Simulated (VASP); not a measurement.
Energy against volume of PbSe (rock salt). All values below come from PBE GGA, VASP's PBE PAW potentials (set 64) (plane waves; VASP). Numerical set-up: 520 eV cut-off, 7×7×7 Γ-centred mesh, Gaussian smearing of 0.050 eV, potentials Pb_d Se.

```
V (Å³/atom)  E (eV/atom)
-----------  -----------
28.215          -4.08187
29.116          -4.09555
30.016          -4.09995
30.917          -4.09645
```

Q: Fit these four points and predict the energy of the run at 31.817 Å³/atom.

A: A cubic in V^(−2/3), the third-order Birch-Murnaghan form, passes through the four points with V0 = 30.04 Å³/atom and B0 = 47 GPa, and gives -4.0862 eV/atom there. The run gave -4.0862 eV/atom, -0.0 meV/atom from the fit; all five points give B0 = 46 GPa.

The compound is PbSe in the rock salt structure. It was relaxed first.
